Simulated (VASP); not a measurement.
Input:

```xyz
2
Lattice="1.3804 0.7970 4.5289 -1.3804 0.7970 4.5289 0.0000 -1.5939 4.5289" Properties=species:S:1:pos:R:3 pbc="T T T"
Ag     0.0000     0.0000     0.0000
Pd     0.0000     0.0000     6.7933
```

The numbers are results of LDA (Ceperley-Alder, Perdew-Zunger), VASP's LDA PAW potentials (set 64) (plane waves; VASP 6.6.1), not measurements. Run with 400 eV cut-off, Gaussian smearing of 0.050 eV, potentials Ag Pd.

Task: Give the energies of bands 1 to 12 at the high-symmetry points, in eV from the Fermi level.

Result: 
```csv
band,Γ,T,H2,L,S0,F
1,-7.81,-6.69,-5.52,-6.19,-5.48,-6.49
2,-6.19,-5.64,-5.16,-5.38,-5.02,-6.24
3,-4.62,-4.51,-5.01,-4.60,-5.00,-5.63
4,-4.62,-4.51,-4.71,-4.02,-4.77,-4.13
5,-3.68,-4.32,-4.39,-3.89,-4.48,-3.61
6,-3.68,-3.23,-2.63,-3.65,-2.68,-2.35
7,-3.54,-3.23,-2.31,-2.49,-2.28,-1.47
8,-2.09,-3.02,-2.04,-2.34,-2.00,-0.68
9,-2.09,-2.48,-1.57,-1.51,-1.61,-0.36
10,-0.57,-2.48,-0.72,0.16,-0.79,0.17
11,-0.57,-0.95,4.96,2.34,4.95,0.27
12,0.29,-0.95,5.59,3.07,5.49,2.63
```

It has no gap at this level: it comes out as a metal or semimetal.

The structure comes from a computed database's AgPd entry (R-3m); how it stands against other phases isn't given here. It was relaxed first, which changed the volume by -7 %. The electron count is odd and the run is not spin-polarised, which forces a metal.
